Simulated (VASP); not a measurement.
Output of a VASP run:

File OUTCAR:
```
 ion  position               nearest neighbor table
   1  0.333  0.667  0.250-   2 2.51   2 2.51   2 2.51   2 2.51   2 2.51   2 2.51
   2  0.667  0.333  0.750-   1 2.51   1 2.51   1 2.51   1 2.51   1 2.51   1 2.51
  LATTYP: Found a hexagonal cell.
 ALAT       =     2.5353631834
 C/A-ratio  =     1.6115998494
 Subroutine PRICEL returns:
 Original cell was already a primitive cell.
 Subroutine GETGRP returns: Found 24 space group operations
The static configuration has the point symmetry D_3d.
 The point group associated with its full space group is D_6h.
The dynamic configuration has the point symmetry D_3d.
The overall configuration has the point symmetry D_3d.
 Subroutine INISYM returns: Found 24 space group operations
 Subroutine IBZKPT returns following result:
 Found    165 irreducible k-points:

 Following reciprocal coordinates:
            Coordinates               Weight
  0.000000  0.000000  0.000000      1.000000
  0.058824 -0.000000  0.000000      6.000000
  0.117647 -0.000000  0.000000      6.000000
  0.176471 -0.000000  0.000000      6.000000
  0.235294 -0.000000  0.000000      6.000000
  0.294118 -0.000000  0.000000      6.000000
  0.352941 -0.000000  0.000000      6.000000
  0.411765 -0.000000  0.000000      6.000000
  0.470588 -0.000000  0.000000      6.000000
  0.058824  0.058824  0.000000      6.000000
  0.117647  0.058824  0.000000     12.000000
  0.176471  0.058824  0.000000     12.000000
  0.235294  0.058824  0.000000     12.000000
  0.294118  0.058824  0.000000     12.000000
  0.352941  0.058824  0.000000     12.000000
  0.411765  0.058824  0.000000     12.000000
  0.470588  0.058824  0.000000      6.000000
  0.117647  0.117647  0.000000      6.000000
  0.176471  0.117647  0.000000     12.000000
  0.235294  0.117647  0.000000     12.000000
  0.294118  0.117647  0.000000     12.000000
  0.352941  0.117647  0.000000     12.000000
  0.411765  0.117647  0.000000     12.000000
  0.176471  0.176471  0.000000      6.000000
  0.235294  0.176471  0.000000     12.000000
  0.294118  0.176471  0.000000     12.000000
  0.352941  0.176471  0.000000     12.000000
  0.411765  0.176471  0.000000      6.000000
  0.235294  0.235294  0.000000      6.000000
  0.294118  0.235294  0.000000     12.000000
  0.352941  0.235294  0.000000     12.000000
  0.294118  0.294118  0.000000      6.000000
  0.352941  0.294118  0.000000      6.000000
  0.000000  0.000000  0.111111      2.000000
  0.058824 -0.000000  0.111111     12.000000
  0.117647 -0.000000  0.111111     12.000000
  0.176471 -0.000000  0.111111     12.000000
  0.235294 -0.000000  0.111111     12.000000
  0.294118 -0.000000  0.111111     12.000000
  0.352941 -0.000000  0.111111     12.000000
   k-points           NKPTS =    165   k-points in BZ     NKDIM =    165   number of bands    NBANDS=     15
   number of dos      NEDOS =    301   number of ions     NIONS =      2
   total plane-waves  NPLWV =  12000
   dimension x,y,z NGX =    20 NGY =   20 NGZ =   30
   dimension x,y,z NGXF=    40 NGYF=   40 NGZF=   60
   ions per type =               2
   PREC   = accura    normal or accurate (medium, high low for compatibility)
   ISTART =      0    job   : 0-new  1-cont  2-samecut
   ICHARG =      2    charge: 1-file 2-atom 10-const
   ISPIN  =      2    spin polarized calculation?
   LNONCOLLINEAR =      F non collinear calculations
   LSORBIT =      F    spin-orbit coupling
   INIWAV =      1    electr: 0-lowe 1-rand  2-diag
   ENCUT  =  520.0 eV  38.22 Ry    6.18 a.u.   4.71  4.71  7.60*2*pi/ulx,y,z
   NELM   =    100;   NELMIN=  2; NELMDL= -5     # of ELM steps
   EDIFF  = 0.1E-06   stopping-criterion for ELM
   LREAL  =      F    real-space projection
   NLSPLINE    = F    spline interpolate recip. space projectors
   LMAXMIX     =    4 max onsite mixed and CHGCAR
   VOSKOWN=      0    Vosko Wilk Nusair interpolation
   EDIFFG = -.1E-01   stopping-criterion for IOM
...
```

**OSZICAR**
```
       N       E                     dE             d eps       ncg     rms          rms(c)
DAV:   1     0.863948418021E+02    0.86395E+02   -0.83659E+03 10068   0.158E+03
DAV:   2    -0.828214834741E+01   -0.94677E+02   -0.87723E+02  9935   0.254E+02
DAV:   3    -0.105247804405E+02   -0.22426E+01   -0.21788E+01 11860   0.558E+01
DAV:   4    -0.105590681302E+02   -0.34288E-01   -0.34280E-01 14377   0.528E+00
DAV:   5    -0.105593619964E+02   -0.29387E-03   -0.29386E-03 12354   0.464E-01    0.133E+01
DAV:   6    -0.921295180018E+01    0.13464E+01   -0.13141E+01 10607   0.722E+01    0.723E+00
DAV:   7    -0.874451640211E+01    0.46844E+00   -0.20349E+00 10901   0.278E+01    0.347E+00
DAV:   8    -0.873280038560E+01    0.11716E-01   -0.19174E-02 13925   0.156E+00    0.171E+00
DAV:   9    -0.871924860082E+01    0.13552E-01   -0.50462E-03 14799   0.117E+00    0.572E-01
DAV:  10    -0.871943701120E+01   -0.18841E-03   -0.67359E-04 12760   0.360E-01    0.273E-01
DAV:  11    -0.871938083423E+01    0.56177E-04   -0.25602E-04 12891   0.245E-01    0.286E-02
DAV:  12    -0.871937805600E+01    0.27782E-05   -0.11848E-05 11680   0.364E-02    0.158E-02
DAV:  13    -0.871937768009E+01    0.37591E-06   -0.30446E-06 13838   0.246E-02    0.119E-02
DAV:  14    -0.871937822792E+01   -0.54783E-06   -0.49009E-07 11026   0.865E-03    0.312E-03
DAV:  15    -0.871937798581E+01    0.24211E-06   -0.52381E-08  6021   0.375E-03    0.949E-04
DAV:  16    -0.871937795871E+01    0.27102E-07   -0.11583E-08  5559   0.146E-03
   1 F= -.87193780E+01 E0= -.87195252E+01  d E =-.871938E+01  mag=     3.2413
```

OUTCAR:
```
------------------------ aborting loop because EDIFF is reached ----------------------------------------
  FORCE on cell =-STRESS in cart. coord.  units (eV):
  Direction    XX          YY          ZZ          XY          YZ          ZX
  --------------------------------------------------------------------------------------
  Total       -1.5902005     -1.5902008     -1.6026630      0.0000000     -0.0000000      0.0000000
  in kB     -112.0093027   -112.0093266   -112.8871275      0.0000000     -0.0000000      0.0000000
  external PRESSURE =    -112.3019190 kB  Pullay stress =       0.0000000 kB
  volume of cell :       22.75
      direct lattice vectors                 reciprocal lattice vectors
     1.267681490 -2.195688983  0.000000000     0.394420841 -0.227718955  0.000000000
     1.267681490  2.195688983  0.000000000     0.394420841  0.227718955  0.000000000
     0.000000000  0.000000000  4.085990924     0.000000000  0.000000000  0.244738674
 POSITION                                       TOTAL-FORCE (eV/Angst)
 -----------------------------------------------------------------------------------
      1.26768      0.73190      1.02150         0.000000     -0.000000      0.000000
      1.26768     -0.73190      3.06449        -0.000000      0.000000      0.000000
 -----------------------------------------------------------------------------------
    total drift:                               -0.000000      0.000008     -0.000029
  FREE ENERGIE OF THE ION-ELECTRON SYSTEM (eV)
  ---------------------------------------------------
  free  energy   TOTEN  =        -8.7193779587 eV

  energy  without entropy=       -8.7198197509  energy(sigma->0) =       -8.71952522

 total charge

# of ion       s       p       d       tot
------------------------------------------
    1        0.466   0.469   7.268   8.204
    2        0.466   0.469   7.268   8.204
--------------------------------------------------
tot          0.933   0.938  14.536  16.407

 magnetization (x)

# of ion       s       p       d       tot
------------------------------------------
    1       -0.014  -0.047   1.703   1.642
    2       -0.014  -0.047   1.703   1.642
--------------------------------------------------
tot         -0.028  -0.094   3.406   3.285

 reached required accuracy - stopping structural energy minimisation
```
(Selected blocks of OUTCAR.)

POSCAR:
```
Co
1
    1.2676814902    -2.1956889832     0.0000000000
    1.2676814902     2.1956889832     0.0000000000
    0.0000000000     0.0000000000     4.0859909244
Co
2
Direct
  0.3333330000   0.6666670000   0.2500000000
  0.6666670000   0.3333330000   0.7500000000
```

Q: Write an INCAR and KPOINTS that could have produced this output.

A: One answer among several that fit: the input of the run itself, optB88-vdW, plane waves, VASP's PBE PAW potentials (set 64).

**KPOINTS**
```
Regular mesh
0
G
17 17 9
0 0 0
```

### INCAR
```
SYSTEM = Co
PREC = Accurate
ENCUT = 520
EDIFF = 1E-7
NELM = 100
ALGO = Normal
LREAL = .FALSE.
LASPH = .TRUE.
ISMEAR = 1
SIGMA = 0.1
GGA = BO
PARAM1 = 0.1833333333
PARAM2 = 0.22
LUSE_VDW = .TRUE.
AGGAC = 0.0
LMAXMIX = 4
ISPIN = 2
MAGMOM = 1.6 1.6
LORBIT = 10
LWAVE = .FALSE.
LCHARG = .FALSE.
ISIF = 4
IBRION = 2
NSW = 30
EDIFFG = -0.01
```

POTCAR, in this order: Co (PBE.64 set). Program: vasp_std.

The compound is Co in the hcp structure. This cell is one point of a volume scan, at 1.06 of the reference volume.
